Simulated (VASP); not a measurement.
Given:

```
CELL_PARAMETERS angstrom
      0.00000     3.27905     3.27905
      3.27905     0.00000     3.27905
      3.27905     3.27905     0.00000
ATOMIC_POSITIONS crystal
  Ag 0.00000 0.00000 0.00000
  I  0.25000 0.25000 0.25000
```

The numbers are results of PBE GGA, VASP's PBE PAW potentials (set 64) (plane waves; VASP), not measurements. Numerical set-up: 520 eV cut-off, 7×7×7 Γ-centred mesh, Gaussian smearing of 0.050 eV, potentials Ag I.

Unless said otherwise, spin-orbit coupling is left out, though it shifts the bands of the heavy elements here.

Predict the energy per atom (σ→0), band gap (on the k-mesh) with the smallest direct gap where there is one.

* **band gap (on the k-mesh)**: 1.34 eV
* **smallest direct gap (on the k-mesh)**: 1.34 eV
* **energy per atom (σ→0)**: -230.9 kJ/mol of atoms

Total energies compare only between runs with the same potentials, cut-off and functional.

The compound is AgI in the zinc blende structure, whereas wurtzite is the usual form. This cell is one point of a volume scan, at 0.97 of the reference volume.
